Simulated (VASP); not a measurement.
Level of theory: LDA (Ceperley-Alder, Perdew-Zunger), VASP's LDA PAW potentials (set 64) (plane waves; VASP).

VASP input:

### POSCAR
```
Ni3Si
1.0
  3.3246132084   0.0000000000   0.0000000000
  0.0000000000   3.3246132084   0.0000000000
  0.0000000000   0.0000000000   3.3246132084
Si Ni
1 3
Cart
  0.0000000000   0.0000000000   0.0000000000
  0.0000000000   1.6623066042   1.6623066042
  1.6623066042   0.0000000000   1.6623066042
  1.6623066042   1.6623066042   0.0000000000
```

### INCAR
```
SYSTEM=Ni3Si
PREC=Accurate; ENCUT=500; LREAL=.FALSE.
LASPH=.TRUE.
EDIFF=1E-6; NELM=100; ALGO=Normal
LMAXMIX=4
ISMEAR=1; SIGMA=0.1
IBRION=2; NSW=40; ISIF=3
EDIFFG=-0.02; PSTRESS=300
LWAVE=.FALSE.; LCHARG=.FALSE.
```

File KPOINTS:
```
Automatic mesh
0
Gamma
9 9 9
0 0 0
```

POTCAR, in this order: Si Ni (LDA.64 set). Program: vasp_std.

Output

**OSZICAR**
```
       N       E                     dE             d eps       ncg     rms          rms(c)
DAV:   1     0.201613196520E+03    0.20161E+03   -0.15572E+04  1478   0.221E+03
DAV:   2    -0.203599831437E+02   -0.22197E+03   -0.21424E+03  1470   0.379E+02
DAV:   3    -0.313619773118E+02   -0.11002E+02   -0.10702E+02  1610   0.115E+02
DAV:   4    -0.316131423029E+02   -0.25116E+00   -0.25017E+00  1777   0.153E+01
DAV:   5    -0.316218428358E+02   -0.87005E-02   -0.86993E-02  1818   0.270E+00    0.241E+01
DAV:   6    -0.302047467889E+02    0.14171E+01   -0.48031E+01  1689   0.120E+02    0.141E+01
DAV:   7    -0.277637110121E+02    0.24410E+01   -0.13465E+01  1623   0.649E+01    0.592E+00
DAV:   8    -0.276387675920E+02    0.12494E+00   -0.55493E-01  1814   0.766E+00    0.153E+00
DAV:   9    -0.276219719858E+02    0.16796E-01   -0.27373E-02  2121   0.235E+00    0.591E-01
DAV:  10    -0.276193538443E+02    0.26181E-02   -0.37083E-03  2018   0.514E-01    0.194E-01
DAV:  11    -0.276191057980E+02    0.24805E-03   -0.52567E-04  2234   0.290E-01    0.587E-02
DAV:  12    -0.276190961201E+02    0.96779E-05   -0.82603E-05  1721   0.118E-01    0.162E-02
DAV:  13    -0.276190959284E+02    0.19171E-06   -0.63293E-06  1664   0.211E-02
   1 F= -.20738373E+02 E0= -.20738653E+02  d E =-.207384E+02
```

### OUTCAR
```
------------------------ aborting loop because EDIFF is reached ----------------------------------------
  FORCE on cell =-STRESS in cart. coord.  units (eV):
  Direction    XX          YY          ZZ          XY          YZ          ZX
  --------------------------------------------------------------------------------------
  Total        6.8187409      6.8187409      6.8187409      0.0000000     -0.0000000      0.0000000
  in kB      297.2975912    297.2975912    297.2975912      0.0000000     -0.0000000      0.0000000
  external PRESSURE =      -2.7024088 kB  Pullay stress =     300.0000000 kB
  volume of cell :       36.75
      direct lattice vectors                 reciprocal lattice vectors
     3.324613208  0.000000000  0.000000000     0.300786870  0.000000000  0.000000000
     0.000000000  3.324613208  0.000000000     0.000000000  0.300786870  0.000000000
     0.000000000  0.000000000  3.324613208     0.000000000  0.000000000  0.300786870
 POSITION                                       TOTAL-FORCE (eV/Angst)
 -----------------------------------------------------------------------------------
      0.00000      0.00000      0.00000         0.000000      0.000000      0.000000
      0.00000      1.66231      1.66231         0.000000      0.000000      0.000000
      1.66231      0.00000      1.66231         0.000000      0.000000      0.000000
      1.66231      1.66231      0.00000         0.000000      0.000000      0.000000
 -----------------------------------------------------------------------------------
    total drift:                                0.000000     -0.000000     -0.000000
  FREE ENERGIE OF THE ION-ELECTRON SYSTEM (eV)
  ---------------------------------------------------
  free  energy   TOTEN  =       -27.6190959284 eV

  energy  without entropy=      -27.6199345525  energy(sigma->0) =      -27.61937547
  enthalpy is  TOTEN    =       -20.7383733153 eV   P V=        6.8807226130

 reached required accuracy - stopping structural energy minimisation
```
(Selected blocks of OUTCAR.)

OUTCAR:
```
 val. band max:       12.9953833072   @ k =   0.1111   0.1111   0.0000

 cond. band min:      13.0450201143   @ k =   0.4444   0.4444   0.3333


 Fermi energy:        13.0259224742

 k-point     1 :       0.0000    0.0000    0.0000
  band No.  band energies     occupation
      1      -0.1530      2.00000
      2       7.0386      2.00000
      3       7.9236      2.00000
      4       7.9236      2.00000
      5       8.5335      2.00000
      6       8.5335      2.00000
      7       8.5335      2.00000
      8      11.0640      2.00000
      9      11.0640      2.00000
     10      11.0640      2.00000
     11      12.0084      2.00000
     12      12.0084      2.00000
     13      12.0084      2.00000
     14      12.2812      2.00000
     15      12.2812      2.00000
     16      12.6871      2.00002
     17      13.0888      0.13481
     18      13.0888      0.13481
     19      13.0888      0.13481
     20      19.4640      0.00000
     21      20.2171      0.00000

 k-point     2 :       0.1111    0.0000    0.0000
  band No.  band energies     occupation
      1       0.0120      2.00000
      2       7.0903      2.00000
      3       7.7380      2.00000
      4       8.0468      2.00000
      5       8.5334      2.00000
      6       8.5334      2.00000
      7       8.5855      2.00000
      8      10.7878      2.00000
      9      10.7878      2.00000
     10      11.0038      2.00000
     11      11.5368      2.00000
     12      12.0726      2.00000
     13      12.0726      2.00000
     14      12.2846      2.00000
     15      12.2887      2.00000
     16      12.6095      2.00000
     17      13.0890      0.13317
     18      13.4292     -0.00000
     19      13.4292     -0.00000
     20      19.6667      0.00000
     21      20.1487      0.00000

 k-point     3 :       0.2222    0.0000    0.0000
  band No.  band energies     occupation
      1       0.4954      2.00000
      2       6.7445      2.00000
      3       7.5845      2.00000
...
```

The compound is Ni3Si in the L1_2 structure. It was relaxed first under an external pressure of 30 GPa. The run is not spin-polarised, so no magnetic state was tried.
